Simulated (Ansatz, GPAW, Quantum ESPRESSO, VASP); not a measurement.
## Code comparison for Ta (Im-3m, 1 atom in the cell)

Self-consistent single point.

```
CELL_PARAMETERS angstrom
     -1.65000     1.65000     1.65000
      1.65000    -1.65000     1.65000
      1.65000     1.65000    -1.65000
ATOMIC_POSITIONS crystal
  Ta 0.00000 0.00000 0.00000
```

All programs got the same cell, k-point mesh and kind of occupations (in Ansatz's words: kpoints.mp_grid.grid = 14 14 14; scf.occupations.method = fermi_dirac; scf.occupations.width = 0.05 eV); potentials, basis and cutoffs are each program's usual ones.

```
code                                                        model  pressure (GPa)  cutoff
----------------  -----------------------------------------------  --------------  ------
VASP                      PBE, VASP's PBE PAW potentials (set 64)            3.09  300 eV
Ansatz                                     PBE, default PAW files            3.50  420 eV
Quantum ESPRESSO  PBE, PSlibrary ultrasoft (PBE) pseudopotentials            2.20   50 Ry
GPAW                 PBE, GPAW PAW datasets PBE (gpaw-data 1.0.1)            3.82  600 eV
```

The spread over the programs that give each value: pressure within 1.62 GPa.

The starting cell has typed, rounded lattice constants, without a prior relaxation at this level. On Ansatz's run: Spin-orbit coupling is off. Spin polarisation is off. In the base run, with a pressure of about 4 GPa the cell is away from its equilibrium volume at this level.

Problem. Why do the programs differ, and what cannot be compared?

Solution. Differences of this kind can come from the potentials, where these differ, and from what each basis and cutoff leave unconverged. The valence holds different numbers of electrons (VASP 11, Ansatz (a program for electronic structure) 13, Quantum ESPRESSO 13, GPAW 13). The zero of total energies and Fermi levels follows the potentials and each program's conventions, so they are not compared here. Ansatz's pressure is given at a fixed set of plane waves, as the other plane-wave codes print theirs; with its correction for the finite basis it is 3.56 GPa. In the pressure, Quantum ESPRESSO (by 1.09) lies more than 1 GPa from the median of the plane-wave programs.

VASP's run is marked for a possible Pulay error in its stress at this cutoff; no cutoff test was made.

Left out of this page: ABINIT, Elk, FLEUR and SIESTA (not drawn, or without a comparable value).

Keys are those of Ansatz 0.2.
